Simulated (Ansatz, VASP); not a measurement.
# Cross-check of W (Tungsten) between VASP and Ansatz

Aim: how closely do two programs agree when they are given the same cell, functional and k mesh? The cell is taken from a series of VASP runs on this material, whose earlier steps may have relaxed, scaled or displaced it; both programs get it as it stands.

Method: plane waves, with VASP 6.6.1 beside it; relaxation of cell and atoms at r2SCAN, in Ansatz 0.2.0.

## Step 1: The structure

It takes space group Im-3m (No. 229, cubic). Conventional cell: a = 3.165 Å, b = 3.165 Å, c = 3.165 Å, α = 90.00°, β = 90.00°, γ = 90.00°. Nearest to W lie 8 W at 2.74 Å.

## Step 2: VASP: relaxation of cell and atoms, r2SCAN

The relaxed volume is the usual yardstick between codes: its relative difference is about their pressure difference at one cell divided by the bulk modulus.

Lines of VASP's logs that name or quote its potential files are left out, and so is its time.

File INCAR:

```
SYSTEM = W
PREC = Accurate
ENCUT = 450
EDIFF = 1E-06
NELM = 100
ISMEAR = 1
SIGMA = 0.1
LREAL = .FALSE.
ALGO = Normal
METAGGA = R2SCAN
LASPH = .TRUE.
NBANDS = 9
LORBIT = 11
LWAVE = .FALSE.
LCHARG = .FALSE.
KPAR = 2
IBRION = 2
NSW = 50
ISIF = 3
EDIFFG = -0.01
```

File POSCAR:

```
W
1.0
   -1.5823450000      1.5823450000      1.5823450000
    1.5823450000     -1.5823450000      1.5823450000
    1.5823450000      1.5823450000     -1.5823450000
W
1
Direct
    0.0000000000      0.0000000000      0.0000000000
```

File KPOINTS:

```
Automatic mesh
0
Gamma
12 12 12
0 0 0
```

PAW data sets: W (PBE family, release 64).

Started as:

```bash
> mpirun -np 2 vasp_std
```

Numbers of over 12 decimals in the logs are rounded to 6 here.

What it wrote:

```text
[banner, memory and clock lines left out]
running    2 mpi-ranks, on    1 nodes
 distrk:  each k-point on    1 cores,    2 groups
 distr:  one band on    1 cores,    1 groups

 POSCAR found type information on POSCAR W
 POSCAR found :  1 types and       1 ions
|                                                                             |
|               ----> ADVICE to this user running VASP <----                  |
|                                                                             |
|     You enforced a specific xc type in the INCAR file but a different       |
|     [... a line on the potential file left out ...]
|     I HOPE YOU KNOW WHAT YOU ARE DOING!                                     |
|                                                                             |

 LDA part: xc-table for (None), standard interpolation
 POSCAR, INCAR and KPOINTS ok, starting setup
 FFT: planning ... GRIDC
 FFT: planning ... GRID_SOFT
 FFT: planning ... GRID
 WAVECAR not read
 entering main loop
       N       E                     dE             d eps       ncg     rms          rms(c)
DAV:   1    -0.305150536259E+02   -0.30515E+02   -0.28644E+03  1312   0.532E+02
DAV:   2    -0.510334803539E+02   -0.20518E+02   -0.19771E+02  1509   0.130E+02
DAV:   3    -0.514630882994E+02   -0.42961E+00   -0.42885E+00  1542   0.150E+01
DAV:   4    -0.514640687957E+02   -0.98050E-03   -0.98044E-03  1517   0.780E-01
DAV:   5    -0.514640713938E+02   -0.25982E-05   -0.25973E-05  1454   0.359E-02    0.179E+01
DAV:   6    -0.515798517917E+02   -0.11578E+00   -0.11762E-01  1474   0.235E+00    0.105E+01
DAV:   7    -0.514751734187E+02    0.10468E+00   -0.45501E-01  1562   0.442E+00    0.182E+00
DAV:   8    -0.514738504765E+02    0.13229E-02   -0.40156E-03  1418   0.589E-01    0.120E+00
DAV:   9    -0.514739631483E+02   -0.11267E-03   -0.27062E-03  1383   0.330E-01    0.468E-01
DAV:  10    -0.514742595917E+02   -0.29644E-03   -0.68972E-04  1443   0.155E-01    0.131E-01
DAV:  11    -0.514742144578E+02    0.45134E-04   -0.14300E-05  1377   0.270E-02    0.513E-02
DAV:  12    -0.514742141797E+02    0.27801E-06   -0.45649E-07   869   0.579E-03
   1 F= -.51474214E+02 E0= -.51474123E+02  d E =-.514742E+02
 curvature:   0.00 expect dE= 0.000E+00 dE for cont linesearch  0.000E+00
 trial: gam= 0.00000 g(F)=  0.234E-64 g(S)=  0.684E-02 ort = 0.000E+00 (trialstep = 0.100E+01)
 search vector abs. value=  0.684E-02
 bond charge predicted
       N       E                     dE             d eps       ncg     rms          rms(c)
DAV:   1    -0.514671015242E+02    0.71129E-02   -0.32347E-01  1302   0.432E+00    0.164E+00
DAV:   2    -0.514662418067E+02    0.85972E-03   -0.28057E-03  1508   0.395E-01    0.829E-01
DAV:   3    -0.514652315631E+02    0.10102E-02   -0.25203E-03  1789   0.296E-01    0.448E-02
DAV:   4    -0.514652279377E+02    0.36253E-05   -0.13396E-05  1345   0.334E-02    0.544E-02
DAV:   5    -0.514652641141E+02   -0.36176E-04   -0.88832E-05  1471   0.637E-02    0.111E-01
DAV:   6    -0.514652560797E+02    0.80344E-05   -0.10191E-05  1725   0.200E-02    0.499E-02
DAV:   7    -0.514652566722E+02   -0.59250E-06   -0.92941E-07   691   0.698E-03
   2 F= -.51465257E+02 E0= -.51464911E+02  d E =0.895751E-02
 trial-energy change:    0.008958  1 .order    0.009111   -0.006843    0.025065
 step:   0.2194(harm=  0.2145)  dis= 0.00000  next Energy=   -51.474966 (dE=-0.752E-03)
 bond charge predicted
       N       E                     dE             d eps       ncg     rms          rms(c)
DAV:   1    -0.514759188338E+02   -0.10663E-01   -0.19309E-01  1299   0.327E+00    0.128E+00
DAV:   2    -0.514755702787E+02    0.34856E-03   -0.19176E-03  1519   0.331E-01    0.636E-01
DAV:   3    -0.514749888754E+02    0.58140E-03   -0.13878E-03  1778   0.216E-01    0.526E-02
DAV:   4    -0.514750055109E+02   -0.16635E-04   -0.12872E-05  1481   0.267E-02    0.246E-02
DAV:   5    -0.514750141023E+02   -0.85914E-05   -0.72540E-06  1500   0.147E-02    0.406E-03
DAV:   6    -0.514750142335E+02   -0.13127E-06   -0.32193E-07   683   0.361E-03
   3 F= -.51475014E+02 E0= -.51474862E+02  d E =-.800054E-03
 curvature:  -0.11 expect dE=-0.102E-06 dE for cont linesearch -0.102E-06
 trial: gam=-0.01167 g(F)=  0.124E-64 g(S)=  0.954E-06 ort = 0.808E-04 (trialstep = 0.844E+00)
 search vector abs. value=  0.233E-09
 reached required accuracy - stopping structural energy minimisation
```

Parts of OUTCAR (step 2):

```text
ion  position               nearest neighbor table
   1  0.000  0.000  0.000-

  LATTYP: Found a body centered cubic cell.
 ALAT       =     3.1646900000

 Subroutine GETGRP returns: Found 48 space group operations
 (whereof 48 operations were pure point group operations)

The static configuration has the point symmetry O_h .

 Found     72 irreducible k-points:

   k-points           NKPTS =     72   k-points in BZ     NKDIM =     72   number of bands    NBANDS=      9

   dimension x,y,z NGX =    20 NGY =   20 NGZ =   20
   dimension x,y,z NGXF=    40 NGYF=   40 NGZF=   40

   ENCUT  =  450.0 eV  33.07 Ry    5.75 a.u.   4.74  4.74  4.74*2*pi/ulx,y,z

   NELECT =       6.0000    total number of electrons

 k-points in reciprocal lattice and weights: Automatic mesh
   0.00000000  0.00000000  0.00000000       0.001
   0.08333333  0.00000000  0.00000000       0.007
   0.16666667  0.00000000  0.00000000       0.007
   0.25000000  0.00000000  0.00000000       0.007
   0.33333333  0.00000000  0.00000000       0.007
   0.41666667  0.00000000  0.00000000       0.007
   0.50000000  0.00000000  0.00000000       0.003
   0.08333333  0.08333333  0.00000000       0.014
   0.16666667  0.08333333  0.00000000       0.028
[...]
0.50000000  0.50000000  0.41666667       0.007
   0.50000000  0.50000000  0.50000000       0.001

 average (electrostatic) potential at core
       1 -43.5710

 E-fermi :   7.5751

 k-point     1 :       0.0000    0.0000    0.0000
  band No.  band energies     occupation
      1      -2.4117      2.00000
      2       6.3930      2.00000
      3       6.3930      2.00000
      4       6.3930      2.00000
      5      10.2464      0.00000
      6      10.2464      0.00000
      7      23.7069      0.00000
      8      23.7069      0.00000
      9      23.7069      0.00000

 k-point     2 :       0.0833    0.0000    0.0000
  band No.  band energies     occupation
      1      -2.0690      2.00000
      2       6.1829      2.00000
      3       6.3392      2.00000
      4       6.7334      2.00000
      5       9.9295      0.00000
      6      10.2500      0.00000
      7      23.9894      0.00000
      8      24.3050      0.00000
      9      24.5095      0.00000

 k-point     3 :       0.1667    0.0000    0.0000
  band No.  band energies     occupation
      1      -1.1252      2.00000
      2       5.6534      2.00000
      3       6.0830      2.00000
      4       7.7287     -0.05199
      5       9.4935     -0.00000
      6      10.2945      0.00000
      7      24.4227      0.00000
      8      25.9717      0.00000
    ...

  Total       -0.0025669     -0.0025669     -0.0025669     -0.0000000      0.0000000      0.0000000
  in kB       -0.2613104     -0.2613104     -0.2613104     -0.0000000      0.0000000      0.0000000
  external PRESSURE =      -0.2613104 kB  Pullay stress =       0.0000000 kB

  energy-cutoff  :      450.00
  volume of cell :       15.74
      direct lattice vectors                 reciprocal lattice vectors
    -1.578703229  1.578703229  1.578703229     0.000000000  0.316715638  0.316715638
     1.578703229 -1.578703229  1.578703229     0.316715638  0.000000000  0.316715638
     1.578703229  1.578703229 -1.578703229     0.316715638  0.316715638  0.000000000

 POSITION                                       TOTAL-FORCE (eV/Angst)
 -----------------------------------------------------------------------------------
      0.00000     -0.00000      0.00000        -0.000000     -0.000000     -0.000000
 -----------------------------------------------------------------------------------
    total drift:                                0.000000      0.000000      0.000000

  FREE ENERGIE OF THE ION-ELECTRON SYSTEM (eV)
  ---------------------------------------------------
  free  energy   TOTEN  =       -51.4750142335 eV

  energy  without entropy=      -51.4745578178  energy(sigma->0) =      -51.47486209

 reached required accuracy - stopping structural energy minimisation

 total charge
# of ion       s       p       d       tot
------------------------------------------
    1        0.658   0.755   4.165   5.578

[... 3 further parts left out ...]
```

The data set W keeps the semicore shell frozen, which is cheaper and a little less accurate.

## Step 3: Ansatz: relaxation of cell and atoms, r2SCAN

Ansatz runs on its default PAW (the set named soft_2) files.

The same cell, functional, mesh and smearing now go to Ansatz, which takes its cutoff from its data sets.

File input.yaml:

```yaml
crystal:
  lattice:
    - [-1.582345, 1.582345, 1.582345]
    - [1.582345, -1.582345, 1.582345]
    - [1.582345, 1.582345, -1.582345]
  atoms:
    - { symbol: W, position: [0.0, 0.0, 0.0] }
hamiltonian:
  xc: r2scan
  pseudopotentials: { kind: paw }
kpoints:
  mp_grid: { grid: [12, 12, 12] }
scf:
  occupations: { method: methfessel_paxton, width: 0.1 }
relax:
  f_tol: 0.01
  max_steps: 60
  cell: { stress_tol: 0.05 }
output:
  forces: true
  stress: true
```

Started as:

```bash
> ansatz run input.yaml --threads 4 --pin off --max-ram 9216MiB --backend cpu --events-out ev --progress --plain --runs-dir out
```

What it wrote:

```text
Engine: ansatz 0.2.0, x86_64-unknown-linux-gnu
Pseudopotentials: kind: paw
Pseudopotential: W, paw, valence charge 14, recommended cutoff 500 eV (meta_gga), W.paw.azcp
Functional definition: r2SCAN
  parameter k0 = 0.174
  parameter k1 = 0.065
  parameter a1 = 4.9479
  exchange = r2scan_x(k0 = k0, k1 = k1, a1 = a1)
  correlation = r2scan_c
Crystal: 1 atoms, lattice volume = 15.848 Å³
Basis set: ecut = 500 eV, 381 PW (Γ), exchange–correlation on 80×80×80 points (64 copies of the dense FFT grid, shifted against one another)
Bands: 11, of which v1, the nominal top of the filled ones, is band 7 counted from 1 (6 counted from 0)
Symmetry: 48 space group operations
Space group: Im-3m (ITA 229), of the structure as read, at distance tolerance 2.5e-5 Å
k-points: 72 of 1728
Non-local potential: W, projectors of the file, l = 0: 3, l = 1: 2, l = 2: 2, l = 3: 1
PAW form: soft (Blöchl's): semilocal exchange-correlation on the pseudo side does not see the compensation charge
PAW frozen core: W, regenerated for the run's functional (the file was generated under x = pbe(κ = 0.804, μ = 0.219515), c = pbe(β = 0.066725))
PAW one-centre angular grid: W, 590 points (default); XC on 160 Gauss nodes
Initial density: superposition of atomic densities (neutral atoms: chi_scale 0, normalization atom), corrected by the library's trained network
Initial wavefunctions: pseudopotential atomic-orbital guess
Functional: x = r2scan, c = r2scan; τ floored in thin density (d = 2e-4 eV/Å³)
SCF iter   1: F=—  HF=-10397.282702 eV  |F-HF|=—  |Δ(HF+E_count)|=         —  Δρ=6.24e-3  dr2=1.69e-3  dr2_τ=5.31e-2  ethr=1.77e-3  ⟨swp⟩=5.0  Hψ=4689  notcnv=0
preconditioner: auto → none  [insulator: Δε(μ)=0.083 eV  Ē_g=9.529 eV  σ=0.100 eV  W_gap=0.56  n_scr=0 (ndim 8)  ℏωp=22.8 eV  f_vac=0.000  D(μ)=0.58/eV (n_scr^D=0)  ε∞_Penn≈6.7]
SCF iter   2: F=—  HF=-10397.300470 eV  |F-HF|=—  |Δ(HF+E_count)|=   1.78e-2  S|Δr|=    0.00e0  Δρ=3.79e-3  dr2=5.50e-4  dr2_τ=1.40e-4  ethr=1.21e-5  ⟨swp⟩=2.1  Hψ=1811  notcnv=0
SCF iter   3: F=—  HF=-10397.301130 eV  |F-HF|=—  |Δ(HF+E_count)|=   6.60e-4  S|Δr|=    0.00e0  Δρ=4.61e-4  dr2=2.15e-5  dr2_τ=1.30e-5  ethr=3.93e-6  ⟨swp⟩=2.8  Hψ=1240  notcnv=0
SCF iter   4: F=—  HF=-10397.301127 eV  |F-HF|=—  |Δ(HF+E_count)|=   3.43e-6  S|Δr|=    0.00e0  Δρ=1.59e-4  dr2=1.19e-6  dr2_τ=6.37e-7  ethr=1.53e-7  ⟨swp⟩=2.6  Hψ=1253  notcnv=0
SCF iter   5: F=-10397.301128 eV  HF=-10397.301128 eV  |F-HF|=3.50e-9  |Δ(HF+E_count)|=   7.34e-7  S|Δr|=    0.00e0  Δρ=2.96e-5  dr2=4.12e-8  dr2_τ=8.31e-9  ethr=7.14e-10  ⟨swp⟩=3.1  Hψ=3179  notcnv=0
SCF 1 converged in 5 iterations: F = -10397.301128 eV  dr2 = 4.12e-8
  greatest PAW one-centre occupation: 0.999 electrons in one spin orbital (limit 2), on the W atom at site 0 (counted from 0), in its partial waves of l = 0
relax step   1: F+E_penalty+E_count = -10397.30112756 eV  Δ(F+E_penalty+E_count) = +0.000e0 eV  max|allowed force component| = 0.000e0 eV/Å  Δτ_max = 0.0000 Å  P = +1.727 GPa  Ω = 15.848 Å³  (5 SCF iters, dr2 threshold 1.00e-7 eV, accepted)
[...]
relax step   2: F+E_penalty+E_count = -10397.29780899 eV  Δ(F+E_penalty+E_count) = +3.319e-3 eV  max|allowed force component| = 0.000e0 eV/Å  Δτ_max = 0.0000 Å  P = -4.739 GPa  Ω = 16.172 Å³  energy of the carried Pulay correction = -1.705e-4 eV  (5 SCF iters, dr2 threshold 1.00e-7 eV, rejected (line search))
[...]
relax step   3: F+E_penalty+E_count = -10397.30153393 eV  Δ(F+E_penalty+E_count) = -4.064e-4 eV  max|allowed force component| = 0.000e0 eV/Å  Δτ_max = 0.0000 Å  P = -0.028 GPa  Ω = 15.933 Å³  energy of the carried Pulay correction = -4.521e-5 eV  (8 SCF iters, accepted)
[...]
relax step   4: F+E_penalty+E_count = -10397.30157309 eV  Δ(F+E_penalty+E_count) = -3.916e-5 eV  max|allowed force component| = 0.000e0 eV/Å  Δτ_max = 0.0000 Å  P = -0.026 GPa  Ω = 15.933 Å³  stress off target by 2.61e-2 GPa  SCF on the basis re-selected at this cell (its energy is not comparable with the rows above)  (4 SCF iters)
basis re-selected at this cell: Δ(F+E_penalty+E_count) = -3.916e-5 eV, ΔP = +0.002 GPa vs the last step (what re-selecting the basis moved, of the pressure what is left beyond the Pulay correction that the steps carried, after the strain that the cell walked since its last selection, with what the two solves' SCF thresholds leave and, on support functions, any second-order correction that the steps lacked; it is no measure of the basis error at this ecutwfc). The dense FFT grid was sized anew with the basis: this SCF ran on 24×24×24 points, the steps before it on 20×20×20, so part of this shift can come from that change (see relax.cell in the input reference). [rest of the remark cut]
SCF converged after 4 iterations
Stability not checked: this state was not tested for a lower state beside it, because cold or Methfessel-Paxton smearing, or corrected tetrahedra, fill the levels in a way that the test cannot read (fill_not_monotonic; see scf.lower_state_search)
Free energy (F): -10397.301573 eV
Harris-Foulkes:  -10397.301573 eV  (|F-HF|=9.09e-12)
Internal energy: -10397.301707 eV  (E = F + TS)
E sigma→0 (E₀):  -10397.301607 eV
Entropy (-TS):   0.000134 eV (0.134 meV/atom)
Fermi energy:    22.187085 eV
--- Per-component energies (eV) ---
  E_band       = -97.914663
  E_kinetic    = 450.633491
  E_local      = -602.505768  (includes V_loc(G=0)·N_el)
  E_nonlocal   = 0.840493
  E_hartree    = 216.399292
  E_xc         = -249.129672
  E_vxc        = -259.972787  (∫ρ·V_xc dr)
  E_paw        = -8593.089520  (= ΣΔE_a)
  E_vpaw       = -133.099618  (= ΣTr[D̂ρ^β])
  E_aug_tail   = -0.000056  (compensation charges beyond the density's cutoff)
  E_vtau       = 13.390967  (kinetic-family band-sum trace: ∫τ·v_τ [+ j·A + Jᵃ·Aᵃ] dr)
  E_ewald      = -1619.862019
  E_core_change = -0.587949  (= ΣΔE_core)
  E_smearing   = 0.000134  (= −TS)
  E_closure    = 0.000000  (closes the sum)
  Σ components = -10397.301573   (vs F -10397.301573, Δ=0.00e0)
--- Forces (eV/Å), atoms counted from 1 ---
  atom   1  W     -0.00000000    -0.00000000    -0.00000000
  max |Σ_I F_I| component: 2.29e-32 eV/Å
--- Stress (GPa, compression-positive) ---
       -0.026094      -0.000000      -0.000000
        0.000000      -0.026094       0.000000
        0.000000      -0.000000      -0.026094
  P = ⅓ Tr σ = -0.0261 GPa (-0.261 kbar)
--- Relaxed structure (3 steps of the walk, 2 accepted, 1 SCFs on fresh bases) ---
  F+E_penalty+E_count = -10397.30157309 eV   max|allowed force component| = 0.000e0 eV/Å   (the final SCF, on the basis selected at the relaxed cell)
  cell:  # Å, volume = 15.9331 Å³
    - [-1.585184, 1.585184, 1.585184]
    - [1.585184, -1.585184, 1.585184]
    - [1.585184, 1.585184, -1.585184]
  atoms:
    - { symbol: W, position: [0.0, 0.0, 0.0] }
```

Run time: 2.7 s. Hardware: 4 threads of Intel Xeon Platinum 8488C (Sapphire Rapids), shared host; peak memory 0.41 GiB; 6.2 s of CPU time.

## Step 4: Side by side

Known differences besides the potentials themselves: VASP keeps PBE cores, Ansatz makes them for the functional; both relaxations stop at a tolerance, which leaves soft axes loose, and VASP keeps its plane-wave basis; the data sets hold 14 valence electrons in Ansatz (default PAW (the set named soft_2) files) and 6 in VASP; the cutoff is 500 eV in Ansatz and 450 eV in VASP; Ansatz adds a Pulay correction to the stress that steers its cell, VASP none. Total energies have different zeros and are not compared.

Both answers:

```tsv
quantity	Ansatz	VASP	difference
volume (Å³)	15.93	15.74	+1.24 %
edge a after relaxation, in the typed setting (Å)	2.746	2.734	+0.41 %
```

The walks stopped with -0.03 GPa left in Ansatz and -0.03 GPa in VASP; each walk ends within a tolerance, so the volume difference is uncertain by about these residues over the bulk modulus, most in soft cells.

A further Ansatz single point at VASP's end cell gives 4.02 GPa where VASP has -0.03 GPa.

## Step 5: Summary of results

```yaml
difference_in_volume_relaxation_of_cell_and_atoms_r2scan: 1.2 %
```

What this shows: The difference in volume is 1.2 % (relaxation of cell and atoms, r2SCAN), at about the 1.2 % picked in this series as the mark of a large difference, as far as the stopping tolerances let one tell. A pressure difference of 4.04 GPa at VASP's end cell goes with 1.2 % of volume. How closely two codes agree says nothing of how well the functional describes the real material.

[Lines on the potential files, build, host, timing and source positions are cut from VASP's logs without a mark.]

[Logs are printed without paths, hosts, clocks, repeated set-up lines and the standing remarks that a program may print on its own settings, such as how far it seeks lower states.]

[Hosts, paths, dates, database ids (printed as entryN), source tags and the programs' standing remarks are cut or masked in the printed files.]
